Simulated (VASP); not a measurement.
Given:

```xyz
20
Lattice="12.2962 0.0000 0.0000 0.0000 4.1590 0.0000 0.0000 0.0000 11.6677" Properties=species:S:1:pos:R:3 pbc="T T T"
Bi    10.4420     1.0398    11.2258
Bi     1.8541     3.1193     0.4419
Bi     8.0022     3.1193     5.3920
Bi     4.2940     1.0398     6.2757
Bi     6.3791     1.0398     1.9896
Bi     5.9170     3.1193     9.6781
Bi    12.0651     3.1193     7.8234
Bi     0.2310     1.0398     3.8443
Se     8.7528     1.0398     3.5558
Se     3.5434     3.1193     8.1118
Se     9.6915     3.1193     9.3897
Se     2.6047     1.0398     2.2780
Se     4.6124     1.0398    11.0605
Se     7.6838     3.1193     0.6072
Se     1.5357     3.1193     5.2267
Se    10.7605     1.0398     6.4410
Se     0.6455     1.0398    10.1170
Se    11.6506     3.1193     1.5506
Se     5.5025     3.1193     4.2832
Se     6.7936     1.0398     7.3845
```

Calculation: LDA (Ceperley-Alder, Perdew-Zunger), VASP's LDA PAW potentials (set 64) (plane waves; VASP). Run with LREAL = Auto, 300 eV cut-off, 1×3×2 Γ-centred mesh, Gaussian smearing of 0.010 eV, potentials Bi_d Se.

At this cut-off the stress carries a Pulay error, which pulls relaxed volumes low.

Which forces act on the atoms, in eV/Å?

```
atom      Fx     Fy      Fz
----  ------  -----  ------
Bi1    0.096  0.000  -0.162
Bi2   -0.096  0.000   0.162
Bi3   -0.096  0.000  -0.162
Bi4    0.096  0.000   0.162
Bi5    0.154  0.000  -0.009
Bi6   -0.154  0.000   0.009
Bi7   -0.154  0.000  -0.009
Bi8    0.154  0.000   0.009
Se9   -0.094  0.000   0.226
Se10   0.094  0.000  -0.226
Se11   0.094  0.000   0.226
Se12  -0.094  0.000  -0.226
Se13   0.016  0.000  -0.037
Se14  -0.016  0.000   0.037
Se15  -0.016  0.000  -0.037
Se16   0.016  0.000   0.037
Se17  -0.069  0.000   0.019
Se18   0.069  0.000  -0.019
Se19   0.069  0.000   0.019
Se20  -0.069  0.000  -0.019
```

Give the stress tensor in GPa (positive for a compressed cell).

```
-3.30   0.00   0.00
 0.00  -3.31   0.00
 0.00   0.00  -4.37
```
The pressure is its mean diagonal, -3.66 GPa.

The structure comes from a computed database's Bi2Se3 entry; how it stands against other phases isn't given here. The cell was not relaxed at this level. The k-mesh is coarse (spacing up to 0.51 per Å, 2π included), so the numbers may not be converged in it.
